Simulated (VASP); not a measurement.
A convergence study with VASP on NiSi2 (fluorite): a few settings are varied, all else stays as given below, so the limit is that of these other settings.

```
NiSi2
1.0
    0.00000     2.70500     2.70500
    2.70500     0.00000     2.70500
    2.70500     2.70500     0.00000
Si Ni
2 1
Cartesian
  1.35250   1.35250   1.35250
  4.05750   4.05750   4.05750
  0.00000   0.00000   0.00000
```

All values below come from LDA (Ceperley-Alder, Perdew-Zunger), VASP's LDA PAW potentials (set 64) (plane waves; VASP 6.6.1). The last row used: 550 eV cut-off, 17×17×17 Γ-centred mesh, second-order Methfessel-Paxton smearing of 0.40 eV, potentials Si Ni.

```json
[
 {"setting": "ISMEAR = -1, SIGMA = 0.01, 5×5×5 mesh", "E (eV/atom)": "-6.6113", "pressure (GPa)": "-4.64", "irreducible k-points": "10"},
 {"setting": "ISMEAR = -1, SIGMA = 0.1, 5×5×5 mesh", "E (eV/atom)": "-6.6118", "pressure (GPa)": "-4.59", "irreducible k-points": "10"},
 {"setting": "ISMEAR = 0, SIGMA = 0.01, 5×5×5 mesh", "E (eV/atom)": "-6.6111", "pressure (GPa)": "-4.64", "irreducible k-points": "10"},
 {"setting": "ISMEAR = 0, SIGMA = 0.1, 5×5×5 mesh", "E (eV/atom)": "-6.6119", "pressure (GPa)": "-4.64", "irreducible k-points": "10"},
 {"setting": "ISMEAR = 1, SIGMA = 0.01, 5×5×5 mesh", "E (eV/atom)": "-6.6111", "pressure (GPa)": "-4.64", "irreducible k-points": "10"},
 {"setting": "ISMEAR = 1, SIGMA = 0.2, 5×5×5 mesh", "E (eV/atom)": "-6.6121", "pressure (GPa)": "-4.63", "irreducible k-points": "10"},
 {"setting": "ISMEAR = 2, SIGMA = 0.05, 5×5×5 mesh", "E (eV/atom)": "-6.6113", "pressure (GPa)": "-4.64", "irreducible k-points": "10"},
 {"setting": "ISMEAR = 2, SIGMA = 0.2, 5×5×5 mesh", "E (eV/atom)": "-6.6124", "pressure (GPa)": "-4.57", "irreducible k-points": "10"},
 {"setting": "ISMEAR = -1, SIGMA = 0.01, 11×11×11 mesh", "E (eV/atom)": "-6.6259", "pressure (GPa)": "-5.07", "irreducible k-points": "56"},
 {"setting": "ISMEAR = -1, SIGMA = 0.2, 11×11×11 mesh", "E (eV/atom)": "-6.6263", "pressure (GPa)": "-4.77", "irreducible k-points": "56"},
 {"setting": "ISMEAR = 0, SIGMA = 0.01, 11×11×11 mesh", "E (eV/atom)": "-6.6259", "pressure (GPa)": "-5.10", "irreducible k-points": "56"},
 {"setting": "ISMEAR = 0, SIGMA = 0.2, 11×11×11 mesh", "E (eV/atom)": "(withheld)", "pressure (GPa)": "-5.03", "irreducible k-points": "56"},
 {"setting": "ISMEAR = 1, SIGMA = 0.01, 11×11×11 mesh", "E (eV/atom)": "-6.6259", "pressure (GPa)": "-5.10", "irreducible k-points": "56"},
 {"setting": "ISMEAR = 1, SIGMA = 0.4, 11×11×11 mesh", "E (eV/atom)": "-6.6260", "pressure (GPa)": "-5.01", "irreducible k-points": "56"},
 {"setting": "ISMEAR = 2, SIGMA = 0.05, 11×11×11 mesh", "E (eV/atom)": "-6.6259", "pressure (GPa)": "-5.07", "irreducible k-points": "56"},
 {"setting": "ISMEAR = 2, SIGMA = 0.4, 11×11×11 mesh", "E (eV/atom)": "-6.6260", "pressure (GPa)": "-5.03", "irreducible k-points": "56"},
 {"setting": "ISMEAR = -1, SIGMA = 0.05, 17×17×17 mesh", "E (eV/atom)": "-6.6266", "pressure (GPa)": "-4.91", "irreducible k-points": "165"},
 {"setting": "ISMEAR = -1, SIGMA = 0.2, 17×17×17 mesh", "E (eV/atom)": "-6.6264", "pressure (GPa)": "-4.75", "irreducible k-points": "165"},
 {"setting": "ISMEAR = 0, SIGMA = 0.05, 17×17×17 mesh", "E (eV/atom)": "-6.6267", "pressure (GPa)": "-4.85", "irreducible k-points": "165"},
 {"setting": "ISMEAR = 0, SIGMA = 0.2, 17×17×17 mesh", "E (eV/atom)": "-6.6265", "pressure (GPa)": "-4.93", "irreducible k-points": "165"},
 {"setting": "ISMEAR = 1, SIGMA = 0.05, 17×17×17 mesh", "E (eV/atom)": "-6.6267", "pressure (GPa)": "-4.83", "irreducible k-points": "165"},
 {"setting": "ISMEAR = 1, SIGMA = 0.4, 17×17×17 mesh", "E (eV/atom)": "-6.6264", "pressure (GPa)": "(withheld)", "irreducible k-points": "165"},
 {"setting": "ISMEAR = 2, SIGMA = 0.1, 17×17×17 mesh", "E (eV/atom)": "-6.6267", "pressure (GPa)": "-4.84", "irreducible k-points": "165"},
 {"setting": "ISMEAR = 2, SIGMA = 0.4, 17×17×17 mesh", "E (eV/atom)": "-6.6265", "pressure (GPa)": "-4.96", "irreducible k-points": "165"}
]
```

Complete the blanks.

- ISMEAR = 0, SIGMA = 0.2, 11×11×11 mesh, E (eV/atom): -6.6262
- ISMEAR = 1, SIGMA = 0.4, 17×17×17 mesh, pressure (GPa): -4.97

Left out are rungs that failed or repeat a setting and relaxations that didn't move; long series are thinned to 24 rows.

The compound is NiSi2 in the fluorite structure. The cell was not relaxed at this level. The run is not spin-polarised, so no magnetic state was tried.
